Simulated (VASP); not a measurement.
Here is a VASP 6.6.1 calculation.

Contents of INCAR:

```
SYSTEM = Al3Ga5As8
PREC = Accurate
ENCUT = 600
EDIFF = 1E-7
ISMEAR = 0
SIGMA = 0.03
LREAL = .FALSE.
LASPH = .TRUE.
NELM = 80
ALGO = Normal
ISIF = 3
LWAVE = .FALSE.
LCHARG = .FALSE.
GGA = PS
IBRION = 2
NSW = 90
EDIFFG = -0.005
KPAR = 4
```

File KPOINTS:

```
Automatic mesh
0
G
  6 6 5
  0 0 0
```

File POSCAR:

```
Al3Ga5As8                               
1.0
   -5.6707997939      5.6707997939      0.0000000000
   -5.6707997939      0.0000000000      5.6707997939
   -0.0000062149      5.6707935790      5.6707935790
  Al              Ga              As            
     3     5     8
Direct
     0.9999958337371327    0.9999958337371327    0.9995732762237211
     0.5004350563020139    0.9999958337371327    0.9995732762237211
     0.9999958337371327    0.5004350563020139    0.9995732762237211
     0.9998709724677272    0.9998709724677272    0.5003870825968187
     0.5001287991585542    0.5001287991585542    0.9996136025243371
     0.4999975162814809    0.9997076038820855    0.5002973635549528
     0.9997076038820855    0.4999975162814809    0.5002973635549528
     0.4999975162814809    0.4999975162814809    0.5002973635549528
     0.8749715167953184    0.8749715167953184    0.3750770679968444
     0.3749798984125187    0.8749715167953184    0.3750770679968444
     0.8749715167953184    0.3749798984125187    0.3750770679968444
     0.8749595775774076    0.8749595775774076    0.8751212672677772
     0.3749976444059578    0.3749976444059578    0.3750070667821265
     0.3749844952510570    0.8750217236637572    0.8750092858341287
     0.8750217236637572    0.3749844952510570    0.8750092858341287
     0.3749844952510570    0.3749844952510570    0.8750092858341287
```

Potentials or basis: VASP PAW PBE potentials, release 64 (Al, Ga_d, As).

The run is started by

```sh
$ cat potpaw_PBE.64/Al/POTCAR potpaw_PBE.64/Ga_d/POTCAR potpaw_PBE.64/As/POTCAR > POTCAR
$ mpirun -np 4 vasp_std > vasp.out
```

What does it give for the band gap on the k mesh?

0.73 eV, direct.

Estimate the relaxed volume.

22.80 Å³/atom.

Forces in eV/Å, atoms in the order of the input:
```
Al   0.000 -0.001 -0.001
Al  -0.001  0.000 -0.001
Al  -0.001 -0.001  0.000
Ga   0.000  0.000  0.000
Ga   0.001  0.001  0.001
Ga   0.001  0.001  0.001
Ga   0.001  0.001  0.001
Ga   0.001  0.001  0.001
As  -0.001 -0.001 -0.001
As  -0.001 -0.001 -0.001
As  -0.001 -0.001 -0.001
As   0.000  0.000  0.000
As   0.000  0.000  0.000
As   0.001  0.001  0.001
As   0.001  0.001  0.001
As   0.001  0.001  0.001
```

Caveat: the PAW data sets were made with another functional, which shifts forces and pressure a little.
